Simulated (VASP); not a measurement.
Computed with revPBE GGA, VASP's PBE PAW potentials (set 64) (plane waves; VASP 6.6.1).

Input for VASP

### INCAR
```
LCHARG=.False.
LWAVE=.False.
PREC=Accurate
SYSTEM=Hf
SIGMA=0.1
LMAXMIX=6
GGA=RE   ! revPBE
LASPH=.True.
LREAL=.False.   ! projection in real space or not
NELM=100   ! most electronic steps
EDIFF=1E-6
ENCUT=400   ! plane-wave cut-off (eV)
ISIF=2   ! forces and stress, cell fixed
ISMEAR=1
ALGO=Normal   ! blocked Davidson
```

KPOINTS:
```
Automatic mesh
0
Gamma
12 12 7
0 0 0
```

File POSCAR:
```
Hf
1
    1.5938310000    -2.7544560000     0.0000000000
    1.5938310000     2.7544560000     0.0000000000
    0.0000000000     0.0000000000     5.0520990000
Hf
2
Direct
  0.3333330000   0.6666670000   0.2500000000
  0.6800790000   0.3467450000   0.7500000000
```

POTCAR, in this order: Hf_pv (PBE.64 set). Program: vasp_std.

The resulting files:

**OSZICAR**
```
       N       E                     dE             d eps       ncg     rms          rms(c)
DAV:   1     0.415108259939E+02    0.41511E+02   -0.10327E+04  8400   0.112E+03
DAV:   2    -0.180440064104E+02   -0.59555E+02   -0.58463E+02 10412   0.239E+02
DAV:   3    -0.198010051251E+02   -0.17570E+01   -0.17306E+01 11170   0.285E+01
DAV:   4    -0.198176604363E+02   -0.16655E-01   -0.16649E-01  9786   0.342E+00
DAV:   5    -0.198179026014E+02   -0.24217E-03   -0.24215E-03 11484   0.340E-01    0.657E+01
DAV:   6    -0.193348057302E+02    0.48310E+00   -0.47264E-01  8828   0.541E+00    0.390E+01
DAV:   7    -0.191647807341E+02    0.17002E+00   -0.82230E-01  8930   0.683E+00    0.197E+00
DAV:   8    -0.191551748280E+02    0.96059E-02   -0.55672E-02  9260   0.180E+00    0.337E-01
DAV:   9    -0.191552766730E+02   -0.10184E-03   -0.11361E-03 11624   0.272E-01    0.220E-01
DAV:  10    -0.191552671820E+02    0.94910E-05   -0.75861E-05  9540   0.704E-02    0.373E-01
DAV:  11    -0.191552683921E+02   -0.12102E-05   -0.15034E-05 10442   0.317E-02    0.210E-02
DAV:  12    -0.191552689041E+02   -0.51198E-06   -0.85255E-07  6694   0.777E-03
   1 F= -.19155269E+02 E0= -.19155210E+02  d E =-.175501E-03
```

OUTCAR:
```
------------------------ aborting loop because EDIFF is reached ----------------------------------------
  FORCE on cell =-STRESS in cart. coord.  units (eV):
  Direction    XX          YY          ZZ          XY          YZ          ZX
  --------------------------------------------------------------------------------------
  Total        0.9293666      1.0105115      0.8408401     -0.1342255      0.0000000      0.0000000
  in kB       33.5673998     36.4982371     30.3699477     -4.8480335      0.0000000      0.0000000
  external PRESSURE =      33.4785282 kB  Pullay stress =       0.0000000 kB
  volume of cell :       44.36
      direct lattice vectors                 reciprocal lattice vectors
     1.593831000 -2.754456000  0.000000000     0.313709546 -0.181524047  0.000000000
     1.593831000  2.754456000  0.000000000     0.313709546  0.181524047  0.000000000
     0.000000000  0.000000000  5.052099000     0.000000000  0.000000000  0.197937531
 POSITION                                       TOTAL-FORCE (eV/Angst)
 -----------------------------------------------------------------------------------
      1.59383      0.91815      1.26302         0.086757      0.005705     -0.000000
      1.63658     -0.91815      3.78907        -0.086757     -0.005705      0.000000
 -----------------------------------------------------------------------------------
    total drift:                                0.000005     -0.000000     -0.000000
  FREE ENERGIE OF THE ION-ELECTRON SYSTEM (eV)
  ---------------------------------------------------
  free  energy   TOTEN  =       -19.1552689041 eV

  energy  without entropy=      -19.1550934034  energy(sigma->0) =      -19.15521040
```
(Selected blocks of OUTCAR.)

**OUTCAR**
```
 val. band max:        5.0597924706   @ k =  -0.0000   0.1667   0.0000

 cond. band min:       5.0664871533   @ k =   0.1667  -0.0000   0.1429


 Fermi energy:         5.0636380531

 k-point     1 :       0.0000    0.0000    0.0000
  band No.  band energies     occupation
      1     -26.0353      2.00000
      2     -25.2820      2.00000
      3     -25.2686      2.00000
      4     -25.1525      2.00000
      5     -25.1513      2.00000
      6     -25.1411      2.00000
      7      -2.3574      2.00000
      8       1.3175      2.00000
      9       5.6733     -0.00000
     10       6.2256     -0.00000
     11       6.2939     -0.00000
     12       6.4880     -0.00000
     13       7.0460     -0.00000
     14       7.1373      0.00000

 k-point     2 :       0.0833   -0.0000    0.0000
  band No.  band energies     occupation
      1     -26.0165      2.00000
      2     -25.3208      2.00000
      3     -25.2824      2.00000
      4     -25.1852      2.00000
      5     -25.1602      2.00000
      6     -25.1554      2.00000
      7      -2.1453      2.00000
      8       1.5284      2.00000
      9       5.4088     -0.00001
     10       5.7213     -0.00000
     11       6.4934     -0.00000
     12       6.7521     -0.00000
     13       7.0100     -0.00000
     14       7.2509      0.00000

 k-point     3 :      -0.0000    0.0833    0.0000
  band No.  band energies     occupation
      1     -26.0175      2.00000
      2     -25.3108      2.00000
      3     -25.2922      2.00000
      4     -25.1935      2.00000
      5     -25.1591      2.00000
      6     -25.1470      2.00000
      7      -2.1460      2.00000
      8       1.5245      2.00000
      9       5.3881     -0.00004
     10       5.7564     -0.00000
     11       6.4459     -0.00000
     12       6.8046     -0.00000
     13       6.8979     -0.00000
     14       7.3260      0.00000

 k-point     4 :       0.1667   -0.0000    0.0000
  band No.  band energies     occupation
...
```

Unless said otherwise, spin-orbit coupling is left out, though it shifts the bands of the heavy elements here.

The compound is Hf in the hcp structure. The cell was not relaxed at this level, atoms are displaced from their ideal sites. The run is one of a series of settings (GGA = RE against the base run), some of them coarse on purpose.
